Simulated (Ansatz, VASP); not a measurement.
## Cross-check of SnO2 (1T-SnO2 3 layers, AA) between VASP and Ansatz

One calculation is typed for both programs; each brings its own data sets. How far apart do they land? The structure shown is the start of the Ansatz relaxation below; VASP solves that cell, so the two are compared at the walk's first step.

Program: Ansatz 0.2.0. Level of theory: plane waves, with VASP 6.6.1 beside it; single point at PBE with D4. Results are calculated unless marked as measured.

## (1) Starting point

The cell holds 9 atoms: 6 O and 3 Sn. Cell: a = 3.220 Å, b = 3.220 Å, c = 53.367 Å, α = 90.0°, β = 90.0°, γ = 120.0°. Vacuum lies along c.

## (2) Ansatz: relaxation, PBE with D4

Ansatz runs on its default PAW (the set named soft_2) files.

The two programs are compared at the cell with which this relaxation starts, whose forces are those of its first step.

input.yaml reads:

```yaml
crystal:
  lattice:
    - [3.22, 0.0, 0.0]
    - [-1.61, 2.7886018002, 0.0]
    - [0.0, 0.0, 53.3665631449]
  atoms:
    - { symbol: O, position: [0.6666666667, 0.3333333333, 0.3953786558] }
    - { symbol: Sn, position: [0.0, 0.0, 0.4121387231] }
    - { symbol: O, position: [0.3333333333, 0.6666666667, 0.4288987904] }
    - { symbol: O, position: [0.6666666667, 0.3333333333, 0.4832399327] }
    - { symbol: Sn, position: [0.0, 0.0, 0.5] }
    - { symbol: O, position: [0.3333333333, 0.6666666667, 0.5167600673] }
    - { symbol: O, position: [0.6666666667, 0.3333333333, 0.5711012096] }
    - { symbol: Sn, position: [0.0, 0.0, 0.5878612769] }
    - { symbol: O, position: [0.3333333333, 0.6666666667, 0.6046213442] }
  periodic: [true, true, false]
kpoints:
  mp_grid: { grid: [12, 12, 1] }
hamiltonian:
  xc: pbe
  dispersion: d4
scf:
  occupations: { method: fermi_dirac, width: 0.05 }
  convergence: { dr2_threshold: 1.0e-09 }
relax:
  f_tol: 0.004
  max_steps: 90
  cell: {}
output:
  write_potential: true
  write_density: true
  volumetric_format: npy
```

The run is started by

```console
$ ansatz run input.yaml --threads 4 --pin off --max-ram 6144MiB --backend cpu --events-out ev --progress --plain --runs-dir out
```

Numbers of over 12 decimals in the logs are rounded to 6 here.

Output:

```text
Warning: relax.cell: scf.convergence.dr2_threshold = 1e-9 eV is looser than the 2.00882366738e-10 eV advised for a relaxation that steers and ends on the stress (1e-10 eV for each atom of the cell: 9, times the square of relax.cell.stress_2d_tol = 0.05 N/m over 21.2 Å (the atoms' height at the walk's start and 5 Å past either face), 2.362e-2 GPa, over a crystal's default 0.05). What an SCF threshold leaves in a stress goes as its square root, and in the free energy as the threshold itself, and one threshold admits the most on a small cell: [figures from the program's tests cut] Set scf.convergence.dr2_threshold to 2.00882366738e-10 eV or tighter. [rest of the remark cut]
Engine: ansatz 0.2.0, x86_64-unknown-linux-gnu
Pseudopotentials: kind: paw
Pseudopotential: O, paw, valence charge 6, recommended cutoff 420 eV (normal), O.paw.azcp
Pseudopotential: Sn, paw, valence charge 14, recommended cutoff 420 eV (normal), Sn.paw.azcp
Functional definition: PBE
  parameter kappa = 0.804
  parameter beta = 0.066725
  exchange = pbe_x(kappa = kappa, mu = beta*pi^2/3)
  correlation = pbe_c(beta = beta)
Crystal: 9 atoms, lattice volume = 479.194 Å³
Basis set: ecut = 420 eV, 9539 PW (Γ), exchange–correlation on 48×48×720 points (8 copies of the dense FFT grid, shifted against one another)
Bands: 48, of which v1, the nominal top of the filled ones, is band 39 counted from 1 (38 counted from 0)
Symmetry: 12 space group operations
Space group: P-3m1 (ITA 164), of the structure as read, at distance tolerance 7.8e-5 Å
k-points: 19 of 144
Non-local potential: O, projectors of the file, l = 0: 2, l = 1: 2, l = 2: 1
Non-local potential: Sn, projectors of the file, l = 0: 2, l = 1: 2, l = 2: 2, l = 3: 2
PAW form: soft (Blöchl's): semilocal exchange-correlation on the pseudo side does not see the compensation charge
PAW one-centre angular grid: O, 110 points (default); XC on 64 Gauss nodes
PAW one-centre angular grid: Sn, 590 points (default); XC on 64 Gauss nodes
Initial density: superposition of atomic densities (neutral atoms: chi_scale 0, normalization atom), corrected by the library's trained network
Initial wavefunctions: pseudopotential atomic-orbital guess
Functional: x = pbe(κ = 0.804, μ = 0.219515), c = pbe(β = 0.066725)
SCF iter   1: F=—  HF=-21476.717340 eV  |F-HF|=—  |Δ(HF+E_count)|=         —  Δρ=9.65e-4  dr2=3.17e-3  ethr=1.77e-3  ⟨swp⟩=14.3  Hψ=6208  notcnv=0  defer=16
preconditioner: auto → Resta (q_TF=auto, 2.016 Å⁻¹)  ε∞=1.6  [insulator: Δε(μ)=2.364 eV  Ē_g=18.836 eV  σ=0.050 eV  W_gap=1.00  n_scr=34 (ndim 8)  ℏωp=15.0 eV  f_vac=0.737  D(μ)=0.00/eV (n_scr^D=0)  ε∞_Penn≈1.6  vacuum switching on, ρ_ref=2.6e-2 e/Å³]
SCF iter   2: F=—  HF=-21476.720010 eV  |F-HF|=—  |Δ(HF+E_count)|=   2.67e-3  Δρ=4.70e-4  dr2=6.02e-4  ethr=4.07e-6  ⟨swp⟩=4.3  Hψ=3098  notcnv=0  defer=58
SCF iter   3: F=—  HF=-21476.720685 eV  |F-HF|=—  |Δ(HF+E_count)|=   6.74e-4  Δρ=3.30e-4  dr2=5.37e-4  ethr=7.72e-7  ⟨swp⟩=4.0  Hψ=2296  notcnv=0  defer=58
SCF iter   4: F=—  HF=-21476.720647 eV  |F-HF|=—  |Δ(HF+E_count)|=   3.78e-5  Δρ=9.35e-5  dr2=4.01e-5  ethr=6.88e-7  ⟨swp⟩=3.1  Hψ=1455  notcnv=0  defer=58
SCF iter   5: F=—  HF=-21476.720678 eV  |F-HF|=—  |Δ(HF+E_count)|=   3.10e-5  Δρ=3.78e-5  dr2=4.43e-6  ethr=5.14e-8  ⟨swp⟩=3.6  Hψ=2056  notcnv=0  defer=58
SCF iter   6: F=—  HF=-21476.720575 eV  |F-HF|=—  |Δ(HF+E_count)|=   1.03e-4  Δρ=9.17e-6  dr2=3.11e-7  ethr=5.68e-9  ⟨swp⟩=3.3  Hψ=1953  notcnv=0  defer=58
SCF iter   7: F=—  HF=-21476.720575 eV  |F-HF|=—  |Δ(HF+E_count)|=   5.33e-8  Δρ=3.63e-6  dr2=4.31e-8  ethr=3.99e-10  ⟨swp⟩=3.5  Hψ=2112  notcnv=0  defer=58
SCF iter   8: F=—  HF=-21476.720575 eV  |F-HF|=—  |Δ(HF+E_count)|=   2.28e-7  Δρ=6.43e-7  dr2=1.56e-9  ethr=5.52e-11  ⟨swp⟩=3.2  Hψ=1907  notcnv=0  defer=58
SCF iter   9: F=-21476.720575 eV  HF=-21476.720575 eV  |F-HF|=2.33e-10  |Δ(HF+E_count)|=   5.13e-9  Δρ=1.56e-7  dr2=9.89e-11  ethr=1.28e-12  ⟨swp⟩=13.7  Hψ=8129  notcnv=0
SCF 1 converged in 9 iterations: F = -21476.720575 eV  dr2 = 9.89e-11
  greatest PAW one-centre occupation: 0.996 electrons in one spin orbital (limit 2), on the Sn atom at site 4 (counted from 0), in its partial waves of l = 2
relax step   1: F+E_penalty+E_count = -21476.72057499 eV  Δ(F+E_penalty+E_count) = +0.000e0 eV  max|allowed force component| = 1.701e0 eV/Å  Δτ_max = 0.0000 Å  P = +13.662 N/m  Ω = 479.194 Å³  fix = [c, alpha, beta]  reactions: c +0.000 N/m  (9 SCF iters, accepted)
[...]
preconditioner: auto → Resta (q_TF=auto, 2.017 Å⁻¹)  ε∞=1.6  [insulator: Δε(μ)=2.153 eV  Ē_g=18.628 eV  σ=0.050 eV  W_gap=1.00  n_scr=34 (ndim 8)  ℏωp=15.0 eV  f_vac=0.739  D(μ)=0.00/eV (n_scr^D=0)  ε∞_Penn≈1.6  vacuum switching on, ρ_ref=2.5e-2 e/Å³]
SCF iter   2: F=—  HF=-21477.308528 eV  |F-HF|=—  |Δ(HF+E_count)|=   1.03e-4  Δρ=7.72e-6  dr2=7.56e-8  ethr=2.34e-10  ⟨swp⟩=4.9  Hψ=3071  notcnv=0
SCF iter   3: F=—  HF=-21477.308528 eV  |F-HF|=—  |Δ(HF+E_count)|=   6.03e-8  Δρ=3.72e-6  dr2=1.21e-8  ethr=9.69e-11  ⟨swp⟩=3.0  Hψ=1465  notcnv=0
SCF iter   4: F=—  HF=-21477.308528 eV  |F-HF|=—  |Δ(HF+E_count)|=   2.01e-8  Δρ=9.98e-7  dr2=6.30e-9  ethr=1.55e-11  ⟨swp⟩=3.2  Hψ=1807  notcnv=0
SCF iter   5: F=-21477.308528 eV  HF=-21477.308528 eV  |F-HF|=3.97e-10  |Δ(HF+E_count)|=   1.06e-9  Δρ=3.04e-7  dr2=3.54e-10  ethr=1.28e-12  ⟨swp⟩=20.6  Hψ=9582  notcnv=0
SCF 6 converged in 5 iterations: F = -21477.308528 eV  dr2 = 3.54e-10
relax step   6: F+E_penalty+E_count = -21477.30852797 eV  Δ(F+E_penalty+E_count) = +2.050e-3 eV  max|allowed force component| = 4.582e-4 eV/Å  Δτ_max = 0.0000 Å  P = -0.035 N/m  Ω = 477.484 Å³  fix = [c, alpha, beta]  reactions: c -0.000 N/m  stress off target by 3.47e-2 N/m on what of the cell is left free  SCF on the basis re-selected at this cell (its energy is not comparable with the rows above)  (5 SCF iters)
basis re-selected at this cell: Δ(F+E_penalty+E_count) = +2.050e-3 eV, ΔP = -0.036 N/m vs the last step (what re-selecting the basis moved, of the pressure what is left beyond the Pulay correction that the steps carried, after the strain that the cell walked since its last selection, with what the two solves' SCF thresholds leave and, on support functions, any second-order correction that the steps lacked; it is no m [...]
WARN: The output density's exchange-correlation potential varies sharply where the density is thin. Do not read a vacuum level from v_tot or v_xc, or from such a field of the output density. On a cell that repeats whose density bears no net charge and no dipole along the vacuum's axis use v_es (v_loc + v_h of the components); under efield.dipole_correction with no amplitude use v_es + v_field, which holds any externa [...]
SCF converged after 5 iterations
Free energy (F): -21477.308528 eV
Harris-Foulkes:  -21477.308528 eV  (|F-HF|=3.97e-10)
Internal energy: -21477.308528 eV  (E = F + TS)
E sigma→0 (E₀):  -21477.308528 eV
Fermi energy:    -7.049751 eV
--- Per-component energies (eV) ---
  E_band       = -1515.732777
  E_kinetic    = 1615.577537
  E_local      = -556254.818923  (includes V_loc(G=0)·N_el)
  E_nonlocal   = 199.343112
  E_hartree    = 277547.839284
  E_xc         = -1581.808340
  E_vxc        = -844.584259  (∫ρ·V_xc dr)
  E_paw        = -13387.555371  (= ΣΔE_a)
  E_vpaw       = -1326.939797  (= ΣTr[D̂ρ^β])
  E_aug_tail   = 0.014427  (compensation charges beyond the density's cutoff)
  E_ewald      = 270385.935735
  E_disp       = -1.835988  (pairwise vdW)
  E_smearing   = -0.000000  (= −TS)
  E_closure    = -0.000000  (closes the sum)
  Σ components = -21477.308528   (vs F -21477.308528, Δ=0.00e0)
--- Forces (eV/Å), atoms counted from 1 ---
  atom   1  O      0.00000000     0.00000000    -0.00008277
  atom   2  Sn     0.00000000    -0.00000000    -0.00045825
  atom   3  O      0.00000000    -0.00000000    -0.00039370
  atom   4  O     -0.00000000     0.00000000    -0.00042150
  atom   5  Sn     0.00000000     0.00000000     0.00000000
  atom   6  O      0.00000000    -0.00000000     0.00042150
  atom   7  O     -0.00000000     0.00000000     0.00039370
  atom   8  Sn     0.00000000     0.00000000     0.00045825
  atom   9  O      0.00000000    -0.00000000     0.00008277
  max |Σ_I F_I| component: 1.85e-17 eV/Å
--- 2D stress c σ (N/m, compression-positive) ---
       -0.034740      -0.000000       0.000000
        0.000000      -0.034740      -0.000000
        0.000000      -0.000000      -0.000000
  P = ½ c Tr σ = -0.0347 N/m
--- Band table (eV; the first three rows and the last of 19) ---
  k-point 0: bands = [... 35 lower, -9.0435, -9.0435, -8.9494, -8.4257, -6.0765, -5.5481, -4.9910, -2.5922, ... 5 higher]
  k-point 1: bands = [... 35 lower, -8.9508, -8.9260, -8.6828, -8.3298, -5.6602, -5.2295, -4.7516, -2.3539, ... 5 higher]
  k-point 2: bands = [... 35 lower, -8.8269, -8.8154, -8.5191, -8.2495, -4.7561, -4.4895, -4.1776, -1.8037, ... 5 higher]
  k-point 18: bands = [... 35 lower, -8.5112, -8.5112, -8.3055, -8.3055, -2.0566, -2.0200, -1.9855, 0.9824, ... 5 higher]
  ° read free of the cell's end (the report's vacuum.weakly_bound_levels)
--- Relaxed structure (5 steps of the walk, 5 accepted, 1 SCFs on fresh bases) ---
  F+E_penalty+E_count = -21477.30852797 eV   max|allowed force component| = 4.582e-4 eV/Å   (the final SCF, on the basis selected at the relaxed cell)
  cell:  # Å, volume = 477.4843 Å³
    - [3.214250, 0.0, 0]
    - [-1.607125, 2.783622, 0]
    - [0, 0, 53.3665631449]
  atoms:
    - { symbol: O, position: [0.666667, 0.333333, 0.395718] }
    - { symbol: Sn, position: [0, 0, 0.414721] }
    - { symbol: O, position: [0.333333, 0.666667, 0.433658] }
    - { symbol: O, position: [0.666667, 0.333333, 0.481077] }
    - { symbol: Sn, position: [0, 0, 0.5] }
    - { symbol: O, position: [0.333333, 0.666667, 0.518923] }
    - { symbol: O, position: [0.666667, 0.333333, 0.566342] }
    - { symbol: Sn, position: [0, 0, 0.585279] }
    - { symbol: O, position: [0.333333, 0.666667, 0.604282] }
```

In the SCF lines HF is the Harris–Foulkes energy and dr2 the Hartree energy of the density residual, in eV; the loop may stop once dr2 is under the threshold and the program's other checks hold. Hψ counts applications of the Hamiltonian.

(Continued in part 2 of 2.)

[Lines on the potential files, build, host, timing and source positions are cut from VASP's logs without a mark.]

[Logs are printed without paths, hosts, clocks, repeated set-up lines and the standing remarks that a program may print on its own settings, such as how far it seeks lower states.]

[Hosts, paths, dates, database ids (printed as entryN), source tags and the programs' standing remarks are cut or masked in the printed files.]
